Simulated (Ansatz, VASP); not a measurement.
## TiPd in VASP and in Ansatz

INCAR

```
SYSTEM = TiPd
PREC = Accurate ; ENCUT = 520
EDIFF = 1E-7 ; ISMEAR = 0
SIGMA = 0.15 ; LREAL = .False.
LASPH = .True. ; NELM = 100
ALGO = Fast ; ISIF = 2
LWAVE = .False. ; LCHARG = .False.
GGA = CA ; NBANDS = 18
```

KPOINTS

```
regular mesh
0
Gamma
  16 16 12
  0 0 0
```

Contents of POSCAR:

```
TiPd
1.0
    2.8147090400      0.0000000000      0.0000000000
    0.0000000000      2.8147090400      0.0000000000
    0.0000000000      0.0000000000      3.8657642400
Ti Pd
1 1
Direct
    0.0000000000      0.0000000000      0.0000000000
    0.5000000000      0.5000000000      0.5000000000
```

Input for Ansatz:

```yaml
crystal:
  lattice:
    - [2.81470904, 0.0, 0.0]
    - [0.0, 2.81470904, 0.0]
    - [0.0, 0.0, 3.86576424]
  atoms:
    - { symbol: Ti, position: [0.0, 0.0, 0.0] }
    - { symbol: Pd, position: [0.5, 0.5, 0.5] }
basis:
  ecutwfc: 420
kpoints:
  mp_grid: { grid: [16, 16, 12] }
hamiltonian:
  xc: lda
scf:
  occupations: { method: gaussian, width: 0.15 }
output:
  forces: true
  stress: true
  eigenvalues: true
```

The cell comes from a database or a generator and needn't be the stable form of this composition.

Alike in both runs: task single point; functional LDA; k mesh 16 × 16 × 12; occupations gaussian, width 0.15 eV; no spin polarisation.

```csv
,VASP,Ansatz
version,VASP 6.6.1,Ansatz 0.2.0
potentials or method,"VASP PAW LDA potentials, release 64 (Ti_sv, Pd)","scalar-relativistic, plane waves, PAW"
plane-wave cutoff (eV),520,420
valence electrons in the cell,22,30
```

```tsv
	VASP	Ansatz	Ansatz less VASP
gap on the k mesh at the Fermi level (eV)	none	none	-
pressure (GPa)	-8.8	-9.1	-0.24
largest component of the traceless stress (GPa)	0.21	0.27	+0.054
```

A gap of «none» marks a metal or a gap that the smearing closes. The two sets of potentials don't hold the same shells in valence.
